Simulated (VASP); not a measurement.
Calculation: r2SCAN meta-GGA, VASP's PBE PAW potentials (set 64) (plane waves; VASP 6.6.1).

The input files of a VASP run:

**INCAR**
```
SYSTEM = TiO
PREC = Accurate
ENCUT = 520
EDIFF = 1E-6
NELM = 100
ALGO = Normal
LREAL = .FALSE.
LASPH = .TRUE.
ISMEAR = 1
SIGMA = 0.1
METAGGA = R2SCAN
LMIXTAU = .TRUE.
LMAXMIX = 4
LWAVE = .FALSE.
LCHARG = .FALSE.
IBRION = 2
ISIF = 3
NSW = 60
EDIFFG = -0.02
```

**KPOINTS**
```
kpoints
0
G
 12 12 5
0 0 0
```

File POSCAR:
```
TiO
1
    2.7469416348    -0.0000000000     0.0000000000
   -1.3734708174     2.3789211824    -0.0000000000
    0.0000000000     0.0000000000     5.7194066243
Ti O
2 2
Direct
  0.0000000000   0.0000000000   0.0000000000
  0.0000000000   0.0000000000   0.5000000000
  0.3333330000   0.6666670000   0.2500000000
  0.6666670000   0.3333330000   0.7500000000
```

POTCAR, in this order: Ti_sv O (PBE.64 set). Program: vasp_std.

Energy and stress use the plane-wave basis of the starting cell.

Q: What does the run give for the energy per atom (σ→0), volume per atom, band gap (on the k-mesh)?

A: 
```
Quantity                                                    Result
------------------------  ----------------------------------------
energy per atom (σ→0)                              -12.032 eV/atom
band gap (on the k-mesh)  none (metal, semimetal or under 0.01 eV)
volume per atom                                       9.58 Å³/atom
```

### OSZICAR
```
...
DAV:   1    -0.481288833854E+02   -0.76964E-04   -0.23769E-03  3062   0.634E-01    0.768E-02
DAV:   2    -0.481287996948E+02    0.83691E-04   -0.27806E-04  3120   0.193E-01    0.289E-02
DAV:   3    -0.481288068216E+02   -0.71269E-05   -0.10012E-04  2990   0.761E-02    0.761E-03
DAV:   4    -0.481287958001E+02    0.11022E-04   -0.18929E-05  2750   0.304E-02    0.412E-03
DAV:   5    -0.481288016635E+02   -0.58635E-05   -0.17321E-06  2030   0.117E-02    0.250E-03
DAV:   6    -0.481288079767E+02   -0.63131E-05   -0.37703E-06  3060   0.106E-02    0.193E-03
DAV:   7    -0.481288074089E+02    0.56774E-06   -0.27020E-07  1482   0.451E-03
   4 F= -.48128807E+02 E0= -.48129112E+02  d E =-.205899E-01
```

The structure was generated: TiO was put into the NiAs type type (P6_3/mmc), which need not be its known phase. This run relaxes it. Symmetry was kept, so distortions that lower it aren't found. The start is the result of an earlier pass.
